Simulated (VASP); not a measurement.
A convergence study with VASP on Nb (bcc): a few settings are varied, all else stays as given below, so the limit is that of these other settings. The cell's lengths are 1 % over those of the tabulated start, so it is off equilibrium.

```
Nb
1.0
   -1.66650     1.66650     1.66650
    1.66650    -1.66650     1.66650
    1.66650     1.66650    -1.66650
Nb
1
Direct
  0.00000   0.00000   0.00000
```

Method: PBE GGA, VASP's PBE PAW potentials (set 64) (plane waves; VASP). The last row used: 900 eV cut-off, 13×13×13 Γ-centred mesh, first-order Methfessel-Paxton smearing of 0.10 eV, potentials Nb_pv.

Energies of different potentials or hybrids have different zeros.

| setting | E (eV/atom) | pressure (GPa) | plane waves |
|---|---|---|---|
| ENCUT = 300, POTCAR Nb_sv | -10.2034 | -5.40 | 236 |
| ENCUT = 400, POTCAR Nb_sv | -10.2144 | -4.89 | 358 |
| ENCUT = 520, POTCAR Nb_sv | -10.2169 | -4.31 | 531 |
| ENCUT = 700, POTCAR Nb_sv | -10.2170 | -4.28 | 790 |
| ENCUT = 900, POTCAR Nb_sv | -10.2170 | [?] | 1157 |
| ENCUT = 300, POTCAR Nb_pv | -10.0885 | -3.02 | 236 |
| ENCUT = 400, POTCAR Nb_pv | -10.0960 | -2.25 | 358 |
| ENCUT = 520, POTCAR Nb_pv | [?] | [?] | 531 |
| ENCUT = 700, POTCAR Nb_pv | -10.0977 | -2.20 | 790 |
| ENCUT = 900, POTCAR Nb_pv | -10.0975 | -2.20 | 1157 |

Q: Some entries are withheld; supply them.

A: 
- ENCUT = 900, POTCAR Nb_sv, pressure (GPa): -4.26
- ENCUT = 520, POTCAR Nb_pv, E (eV/atom): -10.0973
- ENCUT = 520, POTCAR Nb_pv, pressure (GPa): -2.24

Left out are rungs that failed or repeat a setting and relaxations that didn't move; long series are thinned to 24 rows.

The compound is Nb in the bcc structure. The cell was not relaxed at this level.
